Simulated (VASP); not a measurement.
Set up this calculation in VASP 6.6.1, as the native input.

| Property | Result |
| --- | --- |
| Task | single point |
| Functional | PBE |
| Potentials or basis | VASP PAW PBE potentials, release 64 (Zr_sv, Ge_d) |
| Cutoff | 520 eV |
| k mesh | 7 × 7 × 6 |
| Occupations | fermi-dirac, width 0.05 eV |
| Spin | no spin polarisation |
| Further INCAR settings | ALGO = Normal; EDIFF = 1e-07; NBANDS = 26 |

The structure of Zr2Ge lies in POSCAR:

```
Zr2Ge
1.0
    4.6494035200      0.0000000000      0.0000000000
   -2.3247017600      4.0265015600      0.0000000000
    0.0000000000      0.0000000000      4.9450758200
Zr Ge
2 1
Direct
    0.3333333300      0.6666666700      0.0000000000
    0.6666666700      0.3333333300      0.0000000000
    0.0000000000      0.0000000000      0.5000000000
```

The cell was built by a generator and needn't be a form met in nature.

The input as run:

INCAR

```
SYSTEM = Zr2Ge
ALGO     = Normal         ! electronic algorithm
EDIFF    = 1E-7           ! SCF threshold, eV
ENCUT    = 520            ! plane-wave cutoff, eV
GGA      = PE             ! functional
ISIF     = 2              ! what is computed and relaxed
ISMEAR   = -1             ! smearing method
LASPH    = .TRUE.         ! aspherical terms in the spheres
LCHARG   = .FALSE.        ! write CHGCAR
LREAL    = .FALSE.        ! projectors in reciprocal space
LWAVE    = .FALSE.        ! write WAVECAR
NBANDS   = 26             ! bands
NELM     = 60             ! most SCF steps
PREC     = Accurate       ! precision mode
SIGMA    = 0.05           ! smearing width, eV
```

KPOINTS

```
k-points
0
G
  7 7 6
  0 0 0
```

Potentials or basis: VASP PAW PBE potentials, release 64 (Zr_sv, Ge_d).

Launch:

```console
$ cat potpaw_PBE.64/Zr_sv/POTCAR potpaw_PBE.64/Ge_d/POTCAR > POTCAR
$ mpirun -np 1 vasp_std > vasp.out
```

Results of the run:

```json
{
  "Pressure": "-7.1 GPa",
  "Band gap on the k mesh": "none (metal or under the smearing width)"
}
```

Wall time 33 s on 1 thread of Intel(R) Xeon(R) 6975P-C (Granite Rapids) (shared host), peak memory 0.26 GiB.
